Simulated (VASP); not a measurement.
Calculation: revTPSS meta-GGA, VASP's PBE PAW potentials (set 64) (plane waves; VASP).

The input files of a VASP run:

**INCAR**
```
! general
SYSTEM  = Rb
PREC    = Accurate
ENCUT   = 520
LREAL   = .FALSE.
LASPH   = .TRUE.

! electronic loop
EDIFF   = 1E-7
NELM    = 100
ALGO    = Normal
LMAXMIX = 4
LMIXTAU = .TRUE.

! smearing
ISMEAR  = 1
SIGMA   = 0.1

! functional
METAGGA = RTPSS

! ions
ISIF    = 2

! output
LWAVE   = .FALSE.
LCHARG  = .FALSE.
```

POSCAR:
```
Rb
1
   -2.8278862127     2.8278862127     2.8278862127
    2.8278862127    -2.8278862127     2.8278862127
    2.8278862127     2.8278862127    -2.8278862127
Rb
1
Direct
  0.0000000000   0.0000000000   0.0000000000
```

KPOINTS:
```
Automatic mesh
0
Gamma
9 9 9
0 0 0
```

POTCAR, in this order: Rb_sv (PBE.64 set). Program: vasp_std.

The run wrote:

### OSZICAR
```
       N       E                     dE             d eps       ncg     rms          rms(c)
DAV:   1     0.596588073327E+02    0.59659E+02   -0.34022E+03   560   0.827E+02
DAV:   2     0.147856639040E+02   -0.44873E+02   -0.44139E+02   640   0.137E+02
DAV:   3     0.125472662172E+02   -0.22384E+01   -0.22374E+01   640   0.360E+01
DAV:   4     0.125197000666E+02   -0.27566E-01   -0.27566E-01   928   0.431E+00
DAV:   5     0.125193840918E+02   -0.31597E-03   -0.31597E-03   768   0.253E-01    0.302E+00
DAV:   6     0.787385917954E+01   -0.46455E+01   -0.12935E+01   840   0.369E+01    0.129E+00
DAV:   7     0.806476080762E+01    0.19090E+00   -0.13887E-01   848   0.425E+00    0.882E-01
DAV:   8     0.801759783145E+01   -0.47163E-01   -0.13221E-01   824   0.396E+00    0.378E-01
DAV:   9     0.807783134701E+01    0.60234E-01   -0.53060E-02   576   0.330E+00    0.232E-01
DAV:  10     0.807830265642E+01    0.47131E-03   -0.68468E-04   944   0.200E-01    0.235E-01
DAV:  11     0.807823402564E+01   -0.68631E-04   -0.30601E-04   616   0.218E-01    0.177E-01
DAV:  12     0.808147541026E+01    0.32414E-02   -0.12391E-02   576   0.132E+00    0.459E-02
DAV:  13     0.808342557535E+01    0.19502E-02   -0.12504E-03   640   0.401E-01    0.212E-02
DAV:  14     0.807691235143E+01   -0.65132E-02   -0.19513E-03   576   0.381E-01    0.235E-02
DAV:  15     0.807665139862E+01   -0.26095E-03   -0.82608E-05   752   0.769E-02    0.224E-02
DAV:  16     0.807688314486E+01    0.23175E-03   -0.42693E-05   584   0.606E-02    0.110E-02
DAV:  17     0.807657150929E+01   -0.31164E-03   -0.13185E-04   608   0.991E-02    0.543E-03
DAV:  18     0.807657226829E+01    0.75900E-06   -0.19745E-06   824   0.132E-02    0.427E-03
DAV:  19     0.807657010227E+01   -0.21660E-05   -0.50378E-07   656   0.775E-03    0.288E-03
DAV:  20     0.807656775945E+01   -0.23428E-05   -0.16423E-06   616   0.136E-02    0.754E-04
DAV:  21     0.807656786789E+01    0.10844E-06   -0.12866E-07   760   0.449E-03    0.606E-04
DAV:  22     0.807656777799E+01   -0.89897E-07   -0.20959E-07   616   0.526E-03
   1 F= 0.80765678E+01 E0= 0.80768213E+01  d E =-.760651E-03
```

**OUTCAR**
```
------------------------ aborting loop because EDIFF is reached ----------------------------------------
  FORCE on cell =-STRESS in cart. coord.  units (eV):
  Direction    XX          YY          ZZ          XY          YZ          ZX
  --------------------------------------------------------------------------------------
  Total        0.0465075      0.0465075      0.0465075      0.0000000      0.0000000     -0.0000000
  in kB        0.8237358      0.8237358      0.8237358      0.0000000      0.0000000     -0.0000000
  external PRESSURE =       0.8237358 kB  Pullay stress =       0.0000000 kB
  volume of cell :       90.46
      direct lattice vectors                 reciprocal lattice vectors
    -2.827886213  2.827886213  2.827886213     0.000000000  0.176810509  0.176810509
     2.827886213 -2.827886213  2.827886213     0.176810509  0.000000000  0.176810509
     2.827886213  2.827886213 -2.827886213     0.176810509  0.176810509  0.000000000
 POSITION                                       TOTAL-FORCE (eV/Angst)
 -----------------------------------------------------------------------------------
      0.00000      0.00000      0.00000         0.000000     -0.000000      0.000000
 -----------------------------------------------------------------------------------
    total drift:                               -0.000000      0.000000      0.000000
  FREE ENERGIE OF THE ION-ELECTRON SYSTEM (eV)
  ---------------------------------------------------
  free  energy   TOTEN  =         8.0765677780 eV

  energy  without entropy=        8.0773284288  energy(sigma->0) =        8.07682133
```
(Selected blocks of OUTCAR.)

The compound is Rb in the bcc structure. This cell is one point of a volume scan, at 0.97 of the reference volume.
